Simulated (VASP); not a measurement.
Here is the system:

```xyz
2
Lattice="0.0000 1.7751 1.7751 1.7751 0.0000 1.7751 1.7751 1.7751 0.0000" Properties=species:S:1:pos:R:3 pbc="T T T"
B      0.0000     0.0000     0.0000
N      0.8876     0.8876     0.8876
```

These are PBEsol GGA, VASP's PBE PAW potentials (set 64) (plane waves; VASP 6.6.1) values and carry that method's errors. Settings: 620 eV cut-off, 13×13×13 Γ-centred mesh, Gaussian smearing of 0.050 eV, potentials B N.

Estimate the energy per atom (σ→0), pressure.

| Property | Result |
|---|---|
| energy per atom (σ→0) | -9.159 eV/atom |
| pressure | 19.95 GPa |

Only differences to runs with the same potentials and settings are physical.

The structure was generated: BN was put into the zinc blende type (F-43m), which need not be its known phase. It was relaxed first under an external pressure of 20 GPa.
